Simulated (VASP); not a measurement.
Write the native input for VASP 6.6.1 that does the following.

```yaml
Task: relaxation of cell and atoms
Functional: r2SCAN
Dispersion: rVV10
Potentials_or_basis: VASP PAW PBE potentials, release 64 (S, Mo_sv)
Cutoff: 600 eV
k_mesh: 12 × 12 × 1
Occupations: gaussian, width 0.03 eV
Spin: no spin polarisation
Further_INCAR_settings: ALGO = Normal; EDIFF = 1e-06; IBRION = 2; EDIFFG = -0.01; NSW = 90; ISIF = 3
```

The structure of MoS2 lies in POSCAR:

```
MoS2
1.0
    3.1690000000      0.0000000000      0.0000000000
   -1.5845000000      2.7444345000      0.0000000000
    0.0000000000      0.0000000000     21.1302960000
S Mo
2 1
Direct
    0.3333333300      0.6666666700      0.4259287200
    0.3333333300      0.6666666700      0.5740712800
    0.6666666700      0.3333333300      0.5000000000
```

These files were run (other wordings do the same):

INCAR

```
SYSTEM = MoS2
ALGO     = Normal         ! electronic algorithm
BPARAM   = 11.95        
CPARAM   = 0.0093       
EDIFF    = 1E-6           ! SCF threshold, eV
EDIFFG   = -0.01          ! ionic threshold
ENCUT    = 600            ! plane-wave cutoff, eV
IBRION   = 2              ! ionic algorithm
ISIF     = 3              ! what is computed and relaxed
ISMEAR   = 0              ! smearing method
IVDW_NL  = 2            
KPAR     = 2            
LASPH    = .TRUE.         ! aspherical terms in the spheres
LATTICE_CONSTRAINTS= .TRUE. .TRUE. .FALSE.
LCHARG   = .FALSE.        ! write CHGCAR
LMIXTAU  = .TRUE.       
LREAL    = .FALSE.        ! projectors in reciprocal space
LUSE_VDW = .TRUE.       
LWAVE    = .FALSE.        ! write WAVECAR
METAGGA  = R2SCAN         ! meta-GGA
NELM     = 120            ! most SCF steps
NSW      = 90             ! ionic steps
PREC     = Accurate       ! precision mode
SIGMA    = 0.03           ! smearing width, eV
```

KPOINTS

```
k-points
0
G
  12 12 1
  0 0 0
```

Potentials or basis: VASP PAW PBE potentials, release 64 (S, Mo_sv).

Run with:

```sh
$ cat potpaw_PBE.64/S/POTCAR potpaw_PBE.64/Mo_sv/POTCAR > POTCAR
$ mpirun -np 2 vasp_std > vasp.out
```

Results of the run:

| Property | Result |
| --- | --- |
| Relaxed volume | 61.46 Å³/atom |
| Relaxed cell | a = 3.174 Å, b = 3.174 Å, c = 21.130 Å, α = 90.00°, β = 90.00°, γ = 120.00° |
| Space group after relaxing (to 0.05 Å) | P-6m2 (No. 187) |
| Energy gained by relaxing | 6.0 meV/atom |
| Ionic steps | 9 |
| Largest force after relaxing | 0.005 eV/Å |
| Band gap on the k mesh | 1.77 eV, indirect (least direct gap 1.81 eV) |

Caveat: the PAW data sets were made with another functional, which shifts forces and pressure a little.

It took 2.4 h on 2 MPI ranks on Intel(R) Xeon(R) Platinum 8488C (Sapphire Rapids) (shared host), peak memory 0.95 GiB a rank.
